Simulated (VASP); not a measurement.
These are PBE GGA with D4 dispersion, VASP's PBE PAW potentials (set 64) (plane waves; VASP) values and carry that method's errors.

VASP input:

**INCAR**
```
# general
SYSTEM  = TiO2
PREC    = Accurate
ENCUT   = 520
LREAL   = F
LASPH   = T
ICHARG  = 11

# electronic loop
EDIFF   = 1E-7
NELM    = 100
ALGO    = Normal
LMAXMIX = 4

# smearing
ISMEAR  = 0
SIGMA   = 0.05

# functional
GGA     = PE
IVDW    = 13

# output
LWAVE   = F
LCHARG  = F
LORBIT  = 11
```

### POSCAR
```
TiO2
1
   -1.8938220822     1.8938220822     4.8085738565
    1.8938220822    -1.8938220822     4.8085738565
    1.8938220822     1.8938220822    -4.8085738565
Ti O
2 4
Direct
  0.7500000000   0.2500000000   0.5000000000
  1.0000000000   1.0000000000   0.0000000000
  0.5425008924   0.0425008924   0.5000000000
  0.7925008924   0.7925008924   1.0000000000
  0.2074991076   0.2074991076   1.0000000000
  0.9574991076   0.4574991076   0.5000000000
```

KPOINTS:
```
k-points along high-symmetry lines
10
Line-mode
Reciprocal
  0.000000   0.000000   0.000000 ! GAMMA
  0.000000   0.000000   0.500000 ! X

  0.000000   0.000000   0.500000 ! X
  0.250000   0.250000   0.250000 ! P

  0.250000   0.250000   0.250000 ! P
  0.000000   0.500000   0.000000 ! N

  0.000000   0.500000   0.000000 ! N
  0.000000   0.000000   0.000000 ! GAMMA

  0.000000   0.000000   0.000000 ! GAMMA
  0.500000   0.500000  -0.500000 ! M

  0.500000   0.500000  -0.500000 ! M
  0.289601   0.710399  -0.289601 ! S

 -0.289601   0.289601   0.289601 ! S_0
  0.000000   0.000000   0.000000 ! GAMMA

  0.000000   0.000000   0.500000 ! X
 -0.079203   0.079203   0.500000 ! R

  0.500000   0.500000  -0.079203 ! G
  0.500000   0.500000  -0.500000 ! M
```

POTCAR, in this order: Ti_sv O (PBE.64 set). Program: vasp_std. Read from the step before: CHGCAR.

What VASP printed:

### OSZICAR
```
       N       E                     dE             d eps       ncg     rms          rms(c)
DAV:   1     0.620861059604E+03    0.62086E+03   -0.25837E+04  5040   0.203E+03
DAV:   2     0.493787192714E+02   -0.57148E+03   -0.55433E+03  5264   0.568E+02
DAV:   3    -0.467369722572E+02   -0.96116E+02   -0.91340E+02  8152   0.192E+02
DAV:   4    -0.531081435693E+02   -0.63712E+01   -0.62955E+01  7160   0.508E+01
DAV:   5    -0.534307331708E+02   -0.32259E+00   -0.32164E+00  7296   0.886E+00
DAV:   6    -0.534364988658E+02   -0.57657E-02   -0.57612E-02  6404   0.137E+00
DAV:   7    -0.534367569573E+02   -0.25809E-03   -0.25805E-03  7284   0.234E-01
DAV:   8    -0.534367613521E+02   -0.43948E-05   -0.43944E-05  6480   0.298E-02
DAV:   9    -0.534367615634E+02   -0.21131E-06   -0.21132E-06  6464   0.517E-03
DAV:  10    -0.534367615683E+02   -0.48603E-08   -0.48549E-08  3788   0.891E-04
   1 F= -.54552579E+02 E0= -.54552579E+02  d E =-.276470E-11
```

OUTCAR:
```
 val. band max:        3.2971463623   @ k =   0.0000   0.0000   0.4444

 cond. band min:       5.3937658468   @ k =   0.0000   0.0000   0.0000



 k-point     1 :       0.0000    0.0000    0.0000
  band No.  band energies     occupation
      1     -53.1424      2.00000
      2     -53.0869      2.00000
      3     -29.5887      2.00000
      4     -29.3605      2.00000
      5     -29.3605      2.00000
      6     -29.2946      2.00000
      7     -29.2946      2.00000
      8     -29.2169      2.00000
      9     -14.3246      2.00000
     10     -13.3112      2.00000
     11     -13.2072      2.00000
     12     -12.8461      2.00000
     13      -0.6247      2.00000
     14      -0.5070      2.00000
     15      -0.5070      2.00000
     16      -0.1318      2.00000
     17       1.2564      2.00000
     18       1.2564      2.00000
     19       1.3039      2.00000
     20       2.4976      2.00000
     21       2.4976      2.00000
     22       2.5007      2.00000
     23       2.8394      2.00000
     24       2.8394      2.00000
     25       5.3938      0.00000
     26       6.0920      0.00000
     27       7.2589      0.00000
     28       7.2684      0.00000

 k-point     2 :       0.0000    0.0000    0.0556
  band No.  band energies     occupation
      1     -53.1418      2.00000
      2     -53.0872      2.00000
      3     -29.5884      2.00000
      4     -29.3662      2.00000
      5     -29.3625      2.00000
      6     -29.2977      2.00000
      7     -29.2947      2.00000
      8     -29.2157      2.00000
      9     -14.2949      2.00000
     10     -13.2931      2.00000
     11     -13.1947      2.00000
     12     -12.8379      2.00000
     13      -0.6299      2.00000
     14      -0.5771      2.00000
     15      -0.5443      2.00000
     16      -0.1293      2.00000
     17       1.1916      2.00000
     18       1.2902      2.00000
     19       1.3449      2.00000
     20       2.4203      2.00000
     21       2.4341      2.00000
...
```

The density is held fixed in this step, so its total energy and stress have no physical meaning.

The compound is TiO2 in the anatase structure, one of several forms; rutile is the usual stable one. It was relaxed first.
